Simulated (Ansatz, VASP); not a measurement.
**Zn (Zinc): VASP beside Ansatz**

Aim: how closely do two programs agree when they are given the same cell, functional and k mesh? The cell is taken from a series of runs on this material, whose earlier steps may have relaxed, scaled, displaced or heated it; both programs get it as it stands.

Program: Ansatz 0.2.0. Level of theory: plane waves, with VASP 6.6.1 beside it; zone-centre phonons at LDA. Results are calculated unless marked as measured.

### Step 1. Starting point

Symmetry: P6_3/mmc, No. 194, hexagonal system. Conventional cell: a = 2.542 Å, b = 2.542 Å, c = 5.000 Å, α = 90.00°, β = 90.00°, γ = 120.00°. Zn has 6 Zn at 2.54 Å nearest.

As a file:

```xyz
2
Lattice="2.5416 0.0000 0.0000 -1.2708 2.2011 0.0000 0.0000 0.0000 5.0003" Properties=species:S:1:pos:R:3 pbc="T T T"
Zn    0.0000    1.4674    1.2501
Zn    1.2708    0.7337    3.7502
```

### Step 2. VASP: zone-centre phonons, LDA

Second derivatives magnify differences that forces hide, and they need a tight electronic threshold.

Lines of VASP's logs that name or quote its potential files are left out, and so is its time.

Contents of INCAR:

```
SYSTEM = Zn
PREC = Accurate
ENCUT = 500
EDIFF = 1E-08
NELM = 120
ISMEAR = 1
SIGMA = 0.2
LREAL = .FALSE.
ALGO = Normal
GGA = CA
NBANDS = 18
LORBIT = 11
LWAVE = .FALSE.
LCHARG = .FALSE.
ISIF = 2
IBRION = 8
LASPH = .TRUE.
GGA_COMPAT = .FALSE.
KPAR = 2
```

Contents of POSCAR:

```
Zn
1.0
    2.5416455542      0.0000000000      0.0000000000
   -1.2708227771      2.2011296174      0.0000000000
    0.0000000000      0.0000000000      5.0003006934
Zn
2
Direct
    0.3333333322      0.6666666678      0.2500000000
    0.6666666678      0.3333333322      0.7500000000
```

Contents of KPOINTS:

```
Automatic mesh
0
Gamma
18 18 10
0 0 0
```

Potentials, in the order of the species: Zn (LDA family, release 64).

Run with:

```sh
mpirun -np 2 vasp_std
```

Numbers of over 12 decimals in the logs are rounded to 6 here.

What it wrote:

```text
[banner, memory and clock lines left out]
running    2 mpi-ranks, on    1 nodes
 distrk:  each k-point on    1 cores,    2 groups
 distr:  one band on    1 cores,    1 groups

 POSCAR found type information on POSCAR Zn
 POSCAR found :  1 types and       2 ions
 LDA part: xc-table for (Slater(with rela. corr.)+CA(PZ))
 , standard interpolation
 POSCAR, INCAR and KPOINTS ok, starting setup
 FFT: planning ... GRIDC
 FFT: planning ... GRID_SOFT
 FFT: planning ... GRID
 WAVECAR not read
 entering main loop
       N       E                     dE             d eps       ncg     rms          rms(c)
DAV:   1     0.104369748270E+03    0.10437E+03   -0.12291E+04  8312   0.211E+03
DAV:   2     0.120648089580E+00   -0.10425E+03   -0.10115E+03  8028   0.294E+02
DAV:   3    -0.404709274178E+01   -0.41677E+01   -0.41533E+01  8988   0.679E+01
DAV:   4    -0.406849517685E+01   -0.21402E-01   -0.21397E-01  8788   0.494E+00
DAV:   5    -0.406852436394E+01   -0.29187E-04   -0.29187E-04  8664   0.163E-01    0.497E+00
DAV:   6    -0.378340113708E+01    0.28512E+00   -0.11081E+00  8652   0.234E+01    0.347E+00
DAV:   7    -0.376121759256E+01    0.22184E-01   -0.46043E-02 10196   0.382E+00    0.174E+00
DAV:   8    -0.375126803937E+01    0.99496E-02   -0.35780E-03 10820   0.836E-01    0.572E-02
DAV:   9    -0.375123604905E+01    0.31990E-04   -0.34501E-04 10100   0.227E-01    0.319E-02
DAV:  10    -0.375123864292E+01   -0.25939E-05   -0.25306E-05  8412   0.470E-02    0.299E-03
DAV:  11    -0.375123857615E+01    0.66772E-07   -0.64521E-07  8770   0.915E-03    0.234E-03
DAV:  12    -0.375123859039E+01   -0.14242E-07   -0.24356E-08  7614   0.212E-03    0.678E-04
DAV:  13    -0.375123858123E+01    0.91591E-08   -0.45384E-08  7706   0.443E-03
   1 F= -.37512386E+01 E0= -.37513757E+01  d E =0.411338E-03
 Linear response reoptimize wavefunctions to high precision
DAV:   1    -0.375123858040E+01    0.82491E-09   -0.10128E-09  5930   0.265E-04
DAV:   2    -0.375123858038E+01    0.20009E-10   -0.54311E-11  4322   0.839E-05
 Linear response DOF=           2
 Linear response progress:
  Degree of freedom:   1/  2
       N       E                     dE             d eps       ncg     rms          rms(c)
RMM:   1    -0.200314334092E+00   -0.20031E+00   -0.22154E-03 47629   0.186E+00
RMM:   2    -0.200228062168E+00    0.86272E-04   -0.96220E-04 52948   0.298E-01    0.555E-02
RMM:   3    -0.199825717933E+00    0.40234E-03   -0.51864E-05 62513   0.558E-02    0.310E-02
RMM:   4    -0.199435753351E+00    0.38996E-03   -0.48108E-05 61036   0.534E-02    0.261E-03
RMM:   5    -0.199447475646E+00   -0.11722E-04   -0.63929E-07 65143   0.526E-03    0.127E-03
RMM:   6    -0.199446806940E+00    0.66871E-06   -0.43649E-08 64828   0.128E-03    0.145E-04
RMM:   7    -0.199447527191E+00   -0.72025E-06   -0.28348E-09 64860   0.380E-04    0.373E-05
RMM:   8    -0.199446956610E+00    0.57058E-06    0.44978E-09 65679   0.121E-04    0.566E-06
RMM:   9    -0.199446849351E+00    0.10726E-06    0.74340E-09 64842   0.627E-05    0.163E-06
RMM:  10    -0.199446873469E+00   -0.24118E-07   -0.11500E-09 53197   0.445E-05    0.358E-07
RMM:  11    -0.199446878544E+00   -0.50746E-08   -0.21619E-09 42324   0.403E-05    0.184E-07
 first order change of Fermi-energy  -0.12824E-04
 force on displaced ion       1 direction 1 :  -0.508   0.000   0.000
 Linear response progress:
  Degree of freedom:   2/  2
       N       E                     dE             d eps       ncg     rms          rms(c)
RMM:   1    -0.227535613924E+00   -0.22754E+00   -0.75986E-03 16554   0.211E+00
RMM:   2    -0.224787984448E+00    0.27476E-02   -0.16880E-03 16766   0.496E-01    0.523E-02
RMM:   3    -0.224746487256E+00    0.41497E-04   -0.82959E-05 21104   0.757E-02    0.307E-02
RMM:   4    -0.224698419781E+00    0.48067E-04   -0.62861E-05 20978   0.322E-02    0.442E-03
RMM:   5    -0.224697001295E+00    0.14185E-05   -0.19762E-05 21847   0.571E-03    0.141E-03
RMM:   6    -0.224699544241E+00   -0.25429E-05   -0.58389E-06 21683   0.173E-03    0.281E-04
RMM:   7    -0.224699714408E+00   -0.17017E-06   -0.17587E-06 20901   0.589E-04    0.815E-05
RMM:   8    -0.224699230206E+00    0.48420E-06   -0.60039E-07 20631   0.204E-04    0.327E-05
RMM:   9    -0.224698663523E+00    0.56668E-06   -0.30341E-07 21257   0.103E-04    0.469E-06
RMM:  10    -0.224698682966E+00   -0.19443E-07   -0.10837E-07 21525   0.544E-05    0.184E-06
RMM:  11    -0.224698669982E+00    0.12984E-07   -0.55990E-08 18819   0.435E-05    0.515E-07
RMM:  12    -0.224698667649E+00    0.23336E-08   -0.14712E-08 12846   0.396E-05    0.117E-07
 first order change of Fermi-energy   0.55958E-04
 force on displaced ion       1 direction 3 :   0.000   0.000  -1.900
 Linear response finished
```

Parts of OUTCAR (step 2):

```text
ion  position               nearest neighbor table
   1  0.333  0.667  0.250-   2 2.90   2 2.90   2 2.90   2 2.90   2 2.90   2 2.90
   2  0.667  0.333  0.750-   1 2.90   1 2.90   1 2.90   1 2.90   1 2.90   1 2.90

  LATTYP: Found a hexagonal cell.
 ALAT       =     2.5416455542
 C/A-ratio  =     1.9673477622

 Subroutine GETGRP returns: Found 24 space group operations
 (whereof 12 operations were pure point group operations)

The static configuration has the point symmetry D_3d.
 The point group associated with its full space group is D_6h.

 Found    222 irreducible k-points:

   k-points           NKPTS =    222   k-points in BZ     NKDIM =    222   number of bands    NBANDS=     18

   dimension x,y,z NGX =    20 NGY =   20 NGZ =   36
   dimension x,y,z NGXF=    40 NGYF=   40 NGZF=   72

   ENCUT  =  500.0 eV  36.75 Ry    6.06 a.u.   4.63  4.63  9.12*2*pi/ulx,y,z

   NELECT =      24.0000    total number of electrons

 k-points in reciprocal lattice and weights: Automatic mesh
   0.00000000  0.00000000  0.00000000       0.000
   0.05555556  0.00000000  0.00000000       0.002
   0.11111111  0.00000000  0.00000000       0.002
   0.16666667 -0.00000000  0.00000000       0.002
   0.22222222 -0.00000000  0.00000000       0.002
   0.27777778  0.00000000  0.00000000       0.002
   0.33333333 -0.00000000  0.00000000       0.002
   0.38888889  0.00000000  0.00000000       0.002
   0.44444444 -0.00000000  0.00000000       0.002
[...]
0.33333333  0.27777778  0.50000000       0.004
   0.33333333  0.33333333  0.50000000       0.001

 average (electrostatic) potential at core
       1 -37.6604       2 -37.6604

  Total        0.1556348      0.1556348     -0.4875632      0.0000000     -0.0000000      0.0000000
  in kB        8.9137517      8.9137517    -27.9244575      0.0000000     -0.0000000      0.0000000
  external PRESSURE =      -3.3656514 kB  Pullay stress =       0.0000000 kB

  energy-cutoff  :      500.00
  volume of cell :       27.97
      direct lattice vectors                 reciprocal lattice vectors
     2.541645554  0.000000000  0.000000000     0.393445891  0.227156091  0.000000000
    -1.270822777  2.201129617  0.000000000     0.000000000  0.454312182  0.000000000
     0.000000000  0.000000000  5.000300693     0.000000000  0.000000000  0.199987973

 POSITION                                       TOTAL-FORCE (eV/Angst)
 -----------------------------------------------------------------------------------
     -0.00000      1.46742      1.25008        -0.000000      0.000000      0.000000
      1.27082      0.73371      3.75023         0.000000     -0.000000      0.000000
 -----------------------------------------------------------------------------------
    total drift:                               -0.000000      0.000000      0.000000

 Eigenvectors and eigenvalues of the dynamical matrix
 ----------------------------------------------------

   1 f  =    3.768511 THz    23.678251 2PiTHz  125.703984 cm-1    15.585301 meV
             X         Y         Z           dx          dy          dz
     -0.000000  1.467420  1.250075    -0.000000    0.000000    0.707107
      1.270823  0.733710  3.750226     0.000000   -0.000000   -0.707107

   2 f  =    1.948025 THz    12.239801 2PiTHz   64.979113 cm-1     8.056380 meV
             X         Y         Z           dx          dy          dz
     -0.000000  1.467420  1.250075    -0.000000    0.707107    0.000000
      1.270823  0.733710  3.750226     0.000000   -0.707107    0.000000

   3 f  =    1.948025 THz    12.239801 2PiTHz   64.979113 cm-1     8.056380 meV
             X         Y         Z           dx          dy          dz
     -0.000000  1.467420  1.250075    -0.707107   -0.000000   -0.000000
      1.270823  0.733710  3.750226     0.707107    0.000000   -0.000000

   4 f  =    0.000000 THz     0.000000 2PiTHz    0.000001 cm-1     0.000000 meV
             X         Y         Z           dx          dy          dz
     -0.000000  1.467420  1.250075     0.043253    0.571915   -0.413573
      1.270823  0.733710  3.750226     0.043253    0.571915   -0.413573

   5 f/i=    0.000000 THz     0.000000 2PiTHz    0.000001 cm-1     0.000000 meV
             X         Y         Z           dx          dy          dz
     -0.000000  1.467420  1.250075    -0.366351   -0.335964   -0.502907
      1.270823  0.733710  3.750226    -0.366351   -0.335964   -0.502907

   6 f/i=    0.000000 THz     0.000000 2PiTHz    0.000001 cm-1     0.000000 meV
             X         Y         Z           dx          dy          dz
     -0.000000  1.467420  1.250075    -0.603255    0.245034    0.275758
      1.270823  0.733710  3.750226    -0.603255    0.245034    0.275758

 ELASTIC MODULI CONTR FROM IONIC RELAXATION (kBar)
 Direction    XX          YY          ZZ          XY          YZ          ZX
 --------------------------------------------------------------------------------
 XX          -0.7617      0.7617      0.0000     -0.0000      0.0000      0.0000
 YY           0.7617     -0.7617     -0.0000      0.0000     -0.0000     -0.0000
 ZZ           0.0000     -0.0000     -0.0000      0.0000     -0.0000     -0.0000
 XY          -0.0000      0.0000      0.0000     -0.7617     -0.0000     -0.0000
 YZ           0.0000     -0.0000     -0.0000     -0.0000     -0.0000     -0.0000
 ZX           0.0000     -0.0000     -0.0000     -0.0000     -0.0000     -0.0000
 --------------------------------------------------------------------------------
```

### Step 3. Ansatz: zone-centre phonons, LDA

Ansatz runs on its PAW soft_1 files.

The same cell, functional (in two slightly different forms), mesh and smearing now go to Ansatz, which takes its cutoff from its data sets.

Contents of input.yaml:

```yaml
crystal:
  lattice:
    - [2.5416455542, 0.0, 0.0]
    - [-1.2708227771, 2.2011296174, 0.0]
    - [0.0, 0.0, 5.0003006934]
  atoms:
    - { symbol: Zn, position: [0.3333333322, 0.6666666678, 0.25] }
    - { symbol: Zn, position: [0.6666666678, 0.3333333322, 0.75] }
kpoints:
  mp_grid: { grid: [18, 18, 10] }
hamiltonian:
  xc: lda
  pseudopotentials: { kind: paw, azcp: { folder: soft_1 }, xc_functional: pbe }
scf:
  occupations: { method: methfessel_paxton, width: 0.2 }
output:
  eigenvalues: true
phonons:
  method: dfpt
```

Run with:

```sh
ansatz run input.yaml --threads 4 --pin off --max-ram 10240MiB --backend cpu --events-out ev --progress --plain --runs-dir out
```

What it wrote:

```text
zone centre: on kpoints.mp_grid the ground state, and the responses unless they are solved on pairs of k-points, stand on 546 of the mesh's 3240 k-points, reduced under 4 symmetry operations, with k and −k counted as one. Each operation leaves every solved displacement unchanged or reverses it
Engine: ansatz 0.2.0, aarch64-unknown-linux-gnu
Pseudopotentials: kind: paw
Pseudopotential: Zn, paw, valence charge 12, recommended cutoff 420 eV (normal), soft_1/Zn.paw.azcp
Functional definition: SPW92
  exchange = slater_x
  correlation = pw_c
Crystal: 2 atoms, lattice volume = 27.974 Å³
Basis set: ecut = 420 eV, 551 PW (Γ), exchange–correlation on 36×36×72 points (8 copies of the dense FFT grid, shifted against one another)
Bands: 16, of which v1, the nominal top of the filled ones, is band 12 counted from 1 (11 counted from 0)
Symmetry: 24 space group operations
k-points: 546 of 3240 (irreducible under 4 space group operations, time reversal used)
Non-local potential: Zn, projectors of the file, l = 0: 2, l = 1: 2, l = 2: 3, l = 3: 1
PAW form: soft (Blöchl's): semilocal exchange-correlation on the pseudo side does not see the compensation charge
PAW frozen core: Zn, regenerated for the run's functional, and the local potential with it (the file was generated under x = pbe(κ = 0.804, μ = 0.219515), c = pbe(β = 0.066725))
PAW one-centre angular grid: Zn, 590 points (default); XC on 64 Gauss nodes
Initial density: superposition of atomic densities (chi_scale 0.1, normalization cell)
Initial wavefunctions: pseudopotential atomic-orbital guess
Functional: x = slater, c = lda
SCF iter   1: F=—  HF=-6492.843434 eV  |F-HF|=—  |Δ(HF+E_count)|=         —  Δρ=7.17e-2  dr2=1.03e0  ethr=3.10e-3  ⟨swp⟩=5.7  Hψ=51958  notcnv=0
preconditioner: auto → none  [metal: Δε(μ)=0.022 eV  Ē_g=13.007 eV  σ=0.200 eV  W_gap=0.09  n_scr=4 (ndim 8)  ℏωp=34.4 eV  f_vac=0.000  D(μ)=0.24/eV (n_scr^D=0)  sad-step TF]
SCF iter   2: F=—  HF=-6492.583567 eV  |F-HF|=—  |Δ(HF+E_count)|=   2.60e-1  S|Δr|=    0.00e0  Δρ=2.39e-2  dr2=7.51e-2  ethr=3.10e-3  ⟨swp⟩=2.0  Hψ=21604  notcnv=0  defer=8
SCF iter   3: F=—  HF=-6492.525904 eV  |F-HF|=—  |Δ(HF+E_count)|=   5.77e-2  S|Δr|=    0.00e0  Δρ=1.06e-2  dr2=2.24e-2  ethr=3.13e-4  ⟨swp⟩=2.0  Hψ=20245  notcnv=0  defer=8
SCF iter   4: F=—  HF=-6492.522914 eV  |F-HF|=—  |Δ(HF+E_count)|=   2.99e-3  S|Δr|=    0.00e0  Δρ=5.16e-3  dr2=2.20e-3  ethr=9.33e-5  ⟨swp⟩=2.0  Hψ=14162  notcnv=0  defer=8
SCF iter   5: F=—  HF=-6492.524006 eV  |F-HF|=—  |Δ(HF+E_count)|=   1.09e-3  S|Δr|=    0.00e0  Δρ=6.54e-4  dr2=3.39e-5  ethr=9.18e-6  ⟨swp⟩=2.0  Hψ=15673  notcnv=0  defer=8
SCF iter   6: F=—  HF=-6492.524024 eV  |F-HF|=—  |Δ(HF+E_count)|=   1.81e-5  S|Δr|=    0.00e0  Δρ=7.54e-5  dr2=4.84e-7  ethr=1.41e-7  ⟨swp⟩=2.0  Hψ=15278  notcnv=0  defer=8
SCF iter   7: F=—  HF=-6492.524024 eV  |F-HF|=—  |Δ(HF+E_count)|=   2.31e-7  S|Δr|=    0.00e0  Δρ=3.58e-6  dr2=1.42e-9  ethr=2.02e-9  ⟨swp⟩=2.0  Hψ=15074  notcnv=0  defer=8
SCF iter   8: F=-6492.524024 eV  HF=-6492.524024 eV  |F-HF|=1.82e-12  |Δ(HF+E_count)|=  4.87e-10  S|Δr|=    0.00e0  Δρ=1.67e-7  dr2=2.43e-12  ethr=1.00e-12  ⟨swp⟩=5.6  Hψ=54024  notcnv=0
SCF 1 converged in 8 iterations: F = -6492.524024 eV  dr2 = 2.43e-12
  greatest PAW one-centre occupation: 0.982 electrons in one spin orbital (limit 2), on the Zn atom at site 1 (counted from 0), in its partial waves of l = 2
DFPT response loops at Γ: preconditioner auto → Kerker (q_TF=auto, 2.660 Å⁻¹) (partly filled bands, converged f_vac=0.000); β = 1.00, the filter's whole step (`scf.mixing.beta` (0.50) is not read by the response loops under this deck's `scf.mixing.preconditioner`; to damp them name `kerker` or `kerker_dos`, under which they read `scf.mixing.beta`, and type it under 1.00, their step now; both keys bind the ground state too); Broyden in place of MSR1
SCF converged after 8 iterations
Stability not checked: this state was not tested for a lower state beside it, because cold or Methfessel-Paxton smearing, or corrected tetrahedra, fill the levels in a way that the test cannot read (fill_not_monotonic; see scf.lower_state_search)
Free energy (F): -6492.524024 eV
Harris-Foulkes:  -6492.524024 eV  (|F-HF|=1.82e-12)
Internal energy: -6492.524440 eV  (E = F + TS)
E sigma→0 (E₀):  -6492.524128 eV
Entropy (-TS):   0.000416 eV (0.208 meV/atom)
Fermi energy:    11.745917 eV
--- Per-component energies (eV) ---
  E_band       = 110.097260
  E_kinetic    = 298.922644
  E_local      = -3431.747604  (includes V_loc(G=0)·N_el)
  E_nonlocal   = 1636.783500
  E_hartree    = 1274.816138
  E_xc         = -157.743163
  E_vxc        = -106.115410  (∫ρ·V_xc dr)
  E_paw        = -3645.766495  (= ΣΔE_a)
  E_vpaw       = -837.377667  (= ΣTr[D̂ρ^β])
  E_aug_tail   = -0.000464  (compensation charges beyond the density's cutoff)
  E_ewald      = -2470.903283
  E_core_change = 3.114287  (= ΣΔE_core)
  E_smearing   = 0.000416  (= −TS)
  E_closure    = -0.000000  (closes the sum)
  Σ components = -6492.524024   (vs F -6492.524024, Δ=0.00e0)
--- Band table (eV; the first three rows and the last of 546) ---
  k-point 0: bands = [... 8 lower, 4.4294, 4.6121, 4.6121, 7.5917, 8.1998, 24.1123, 28.2578, 31.4830]
  k-point 1: bands = [... 8 lower, 4.4350, 4.6085, 4.6085, 6.6856, 9.2405, 23.1262, 29.3184, 31.5422]
  k-point 2: bands = [... 8 lower, 4.4508, 4.5980, 4.5980, 5.6825, 10.6536, 21.2989, 31.3208, 31.7169]
  k-point 545: bands = [... 8 lower, 4.6499, 4.6499, 9.1239, 9.1239, 16.3816, 16.3816, 18.0608, 18.0608]
--- Phonons (Γ-DFPT): 2 representative perturbations + reference, on 546 of 3240 k-points (Σ response iterations 7) ---
  k mesh reduced under 4 symmetry operations, with k and −k counted as one. Each operation leaves every solved displacement unchanged or reverses it
  ASR residual: 3.982e-5 → 0.000e0 eV/Å²; symmetrization residual: 3.400e-13 eV/Å²
  ASR residual per site (eV/Å²): 3.98e-5 3.98e-5
  Γ frequencies (cm⁻¹): 0.00 0.00 0.00 68.44 68.44 125.92
  non-analytic LO–TO correction: not included (Born effective charges unavailable; polar crystals: no LO–TO splitting at Γ)
```

The column dr2 measures how far the density is from self-consistency, as an energy; F and HF (Harris–Foulkes) agree once it is small.

### Step 4. Comparison

Known differences besides the potentials themselves: the two LDA forms differ slightly; the cutoff is 420 eV in Ansatz and 500 eV in VASP; VASP's log shows a relativistic correction to its local exchange, Ansatz's none. Total energies have different zeros and are not compared.

The two programs side by side:

| quantity | Ansatz | VASP | difference |
| --- | --- | --- | --- |
| optical mode 1 to 2 (cm⁻¹) | 68.4 | 65.0 | +5.33 % |
| optical mode 3 (cm⁻¹) | 125.9 | 125.7 | +0.17 % |

Modes are paired by rising frequency, not by their patterns, so a pair may set unlike modes beside each other; they are those without the splitting of longitudinal modes.

### Step 5. Results

```yaml
r_m_s_difference_of_the_optical_zone_centre_modes_each_program_s_sorted_by_frequency_zone_centre_phonons_lda: 2.8 cm⁻¹
difference_in_optical_mode_1_to_2_zone_centre_phonons_lda: +5.3 %
```

In words: The r.m.s. difference of the optical zone-centre modes, each program's sorted by frequency is 2.8 cm⁻¹ (zone-centre phonons, LDA). Among the rows given in per cent, the largest difference of the zone-centre phonons, LDA pair is in optical mode 1 to 2, +5.3 %. Such differences can come from data sets, numerical settings and the points named under the comparisons, not from the functional's error against experiment.

[Lines on the potential files, build, host, timing and source positions are cut from VASP's logs without a mark.]

[Logs are printed without paths, hosts, clocks, repeated set-up lines and the standing remarks that a program may print on its own settings, such as how far it seeks lower states.]

[Hosts, paths, dates, database ids (printed as entryN), source tags and the programs' standing remarks are cut or masked in the printed files.]
